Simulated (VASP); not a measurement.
The system is HfO2.

```
CELL_PARAMETERS angstrom
3.60433 0.00000 0.00000
0.00000 3.60433 0.00000
0.00000 0.00000 5.26356
ATOMIC_POSITIONS crystal
Hf 0.50000 0.50000 0.50000
Hf 0.00000 0.00000 0.00000
O 0.00000 0.50000 0.69329
O 0.50000 0.00000 0.80671
O 0.50000 0.00000 0.30671
O 0.00000 0.50000 0.19329
```

Measurements of this composition are mostly on another form, of space group No. 14.

```yaml
Program: VASP 6.6.1
Task: relaxation of cell and atoms
Functional: LDA
Potentials_or_basis: VASP PAW LDA potentials, release 64 (Hf_pv, O)
Cutoff: 600 eV
k_mesh: 6 × 6 × 4
Occupations: fermi-dirac, width 0.05 eV
Spin: no spin polarisation
```

At the start: pressure -16.3 GPa; volume 11.40 Å³/atom.

Question: Where does the relaxation end?

Answer: Over 16 steps the energy falls by 46.7 meV/atom and the volume is 10.50 Å³/atom (-7.9 %); space group P4_2/nmc (No. 137, to 0.05 Å).

The path:
```tsv
step	energy change (eV)	largest force (eV/Å)	pressure (GPa)	volume (Å³)
1	0.0000	0.1506	-16.34	68.38
2	0.4546	1.1372	37.25	57.51
3	-0.2397	0.2578	-0.71	64.09
4	-0.2399	0.2702	-0.24	63.98
5	-0.2398	0.2796	0.15	63.89
6	-0.2542	0.2418	0.26	63.66
7	-0.2668	0.1451	0.92	62.95
8	-0.2679	0.1646	0.72	63.11
9	-0.2773	0.0602	-0.61	63.25
10	-0.2786	0.0115	-1.25	63.32
11	-0.2793	0.0123	0.86	62.78
12	-0.2801	0.0119	-0.02	63.01
13	-0.2802	0.0139	0.07	62.98
14	-0.2802	0.0151	0.13	62.96
15	-0.2802	0.0080	-0.12	63.00
16	-0.2802	0.0090	-0.08	62.99
```

Final structure:
```
Hf O
1.0
     3.52446    0.00000    0.00000
     0.00000    3.52446    0.00000
     0.00000    0.00000    5.07101
Hf O
2 4
Direct
  0.50000 0.50000 0.50000
  0.00000 0.00000 0.00000
  0.00000 0.50000 0.70571
  0.50000 0.00000 0.79429
  0.50000 0.00000 0.29429
  0.00000 0.50000 0.20571
```
